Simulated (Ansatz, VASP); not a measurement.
**SrBr2: VASP beside Ansatz**

```
CELL_PARAMETERS angstrom
4.20181 0.00000 0.00000
-2.10091 3.63888 0.00000
0.00000 0.00000 7.28986
ATOMIC_POSITIONS crystal
Sr 0.00000 0.00000 0.00000
Br 0.33333 0.66667 0.24381
Br 0.33333 0.66667 0.75619
```

Alike in both runs: task electric field gradients; functional LDA; k mesh 10 × 10 × 5; occupations fermi-dirac, width 0.03 eV; no spin polarisation.

|  | VASP | Ansatz |
| --- | --- | --- |
| version | VASP 6.6.1 | Ansatz 0.2.0 |
| potentials or method | VASP PAW LDA potentials, release 64 (Sr_sv, Br), cutoff 520 eV | all-electron PAW with datasets made for the crystal, scalar-relativistic |

```tsv
	VASP	Ansatz	Ansatz less VASP
gap on the k mesh at the Fermi level (eV)	3.68	3.68	+0.002
pressure (GPa)	0.1	0.0	-0.15
rms of the force components (eV/Å)	0.013	0.001	-0.0125
Vzz of the field gradient on the site that differs most (V/Å²)	-49.5	-50.4	-0.93
```

Atom by atom the forces differ by 0.014 eV/Å (rms over components). Ansatz ran all-electron here, so the differences hold the error of VASP's frozen core and of both bases. Ansatz warned: «gradients_without_spin_orbit».

Caveats: an odd mesh through Γ misses points on the zone boundary, where band edges often lie. Expect the measured gap to be larger: semilocal functionals such as LDA lack the derivative discontinuity.
